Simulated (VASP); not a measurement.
Wanted: the native input for a VASP 6.6.1 run.

```yaml
Task: single point
Functional: PBE
Potentials_or_basis: VASP PAW PBE potentials, release 64 (Rb_sv, Te)
Cutoff: 520 eV
k_mesh: 3 × 3 × 2
Occupations: gaussian, width 0.1 eV
Spin: no spin polarisation
Dipole_correction: no
Further_INCAR_settings: ALGO = Fast; EDIFF = 1e-07; NBANDS = 44
```

The structure of RbTe4 lies in POSCAR:

```
RbTe4
1.0
    5.7903107700      0.0000000000      0.0000000000
   -2.8951553900      5.0145562300      0.0000000000
    0.0000000000      0.0000000000      8.3342086000
Rb Te
2 8
Direct
    0.6666666700      0.3333333300      0.0000000000
    0.6666666700      0.3333333300      0.5000000000
    0.0891183300      0.7887326400      0.7500000000
    0.2112673600      0.3003856900      0.7500000000
    0.6996143100      0.9108816700      0.7500000000
    0.6996143100      0.7887326400      0.2500000000
    0.2112673600      0.9108816700      0.2500000000
    0.0891183300      0.3003856900      0.2500000000
    0.3333333300      0.6666666700      0.5000000000
    0.3333333300      0.6666666700      0.0000000000
```

The cell was built by a generator and needn't be a form met in nature.

One way to write it, as run:

INCAR

```
SYSTEM = RbTe4
  PREC = Accurate
  ENCUT = 520
  EDIFF = 1E-7
  ISMEAR = 0
  SIGMA = 0.1
  LREAL = .False.
  LASPH = .True.
  NELM = 100
  ALGO = Fast
  ISIF = 2
  LWAVE = .False.
  LCHARG = .False.
  GGA = PE
  NBANDS = 44
```

KPOINTS

```
Automatic mesh
0
Gamma
  3 3 2
  0 0 0
```

Potentials or basis: VASP PAW PBE potentials, release 64 (Rb_sv, Te).

Command:

```bash
$ cat potpaw_PBE.64/Rb_sv/POTCAR potpaw_PBE.64/Te/POTCAR > POTCAR
$ mpirun -np 1 vasp_std > vasp.out
```

Results of the run:

The pressure is 39.4 GPa. The largest force is 1.540 eV/Å and the band gap on the k mesh is none (metal or under the smearing width).

Caveat: the k mesh is coarse (spacing up to 0.42 Å⁻¹), so the values aren't converged; a pressure of tens of GPa on the cell as given is suspect, and the run, the potentials or the cell itself is likely at fault; forces of over 1 eV/Å show positions far from the minimum, so gaps and moduli don't describe the material at rest.

Run time: 4.2 min on 1 thread of Intel(R) Xeon(R) Platinum 8375C CPU @ 2.90GHz (Ice Lake) (shared host), peak memory 0.39 GiB.
